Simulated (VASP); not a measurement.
```yaml
crystal:
  lattice:
    - [6.02494, 0.00000, 0.00000]
    - [0.00000, 6.02494, 0.00000]
    - [0.00000, 0.00000, 6.02494]
  atoms:
    - { symbol: Cs, position: [0.00000, 0.00000, 0.00000] }
    - { symbol: Sn, position: [0.50000, 0.50000, 0.50000] }
    - { symbol: I, position: [0.50000, 0.00000, 0.50000] }
    - { symbol: I, position: [0.00000, 0.50000, 0.50000] }
    - { symbol: I, position: [0.50000, 0.50000, 0.00000] }
```

Level of theory: LDA (Ceperley-Alder, Perdew-Zunger), VASP's LDA PAW potentials (set 64) (plane waves; VASP 6.6.1). Numerical set-up: 400 eV cut-off, 4×4×4 Γ-centred mesh, tetrahedra with Blöchl corrections, potentials Cs_sv Sn_d I.

The cores are frozen, which limits the accuracy of field gradients.

**Question.** Give the principal components of the electric field gradient (V/Å²) and the asymmetry η at each nucleus.

**Answer.** 
| atom | Vxx | Vyy | Vzz | η |
|---|---|---|---|---|
| Cs1 | 0.0 | 0.0 | 0.0 | - |
| Sn2 | 0.0 | 0.0 | 0.0 | - |
| I3 | -177.9 | -177.9 | 355.8 | 0.00 |
| I4 | -177.9 | -177.9 | 355.8 | 0.00 |
| I5 | -177.9 | -177.9 | 355.8 | 0.00 |

The compound is CsSnI3 in the cubic perovskite structure, the ideal cubic form; the compound distorts at low or room temperature. It was relaxed first, which changed the volume by -9 %.
